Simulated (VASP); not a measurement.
```
CELL_PARAMETERS angstrom
      3.75697     0.00000     0.00000
     -1.87848     3.25363     0.00000
      0.00000     0.00000    24.07157
ATOMIC_POSITIONS crystal
  Si 0.66667 0.33333 0.34228
  Si 0.33333 0.66667 0.46574
  Si 0.00000 0.00000 0.40434
  Si 0.00000 0.00000 0.59566
  Si 0.66667 0.33333 0.53426
  Si 0.33333 0.66667 0.65772
  Co 0.33333 0.66667 0.37045
  Co 0.00000 0.00000 0.50000
  Co 0.66667 0.33333 0.62955
```

Calculation: PBEsol GGA, VASP's PBE PAW potentials (set 64) (plane waves; VASP). Settings: PREC = Normal, 400 eV cut-off, 9×9×1 Γ-centred mesh, first-order Methfessel-Paxton smearing of 0.10 eV, potentials Si Co.

**Question.** What does the run give for the energy per atom (σ→0), band gap (on the k-mesh) with the smallest direct gap where there is one?

**Answer.** 
| Quantity | Value |
|---|---|
| band gap (on the k-mesh) | none (metal, semimetal or under 0.01 eV) |
| energy per atom (σ→0) | -6.692 eV/atom |

Only differences to runs with the same potentials and settings are physical.

The cell is a thin slab with vacuum, built from CoSi2 (fluorite): (111) face. The run is not spin-polarised, so no magnetic state was tried.
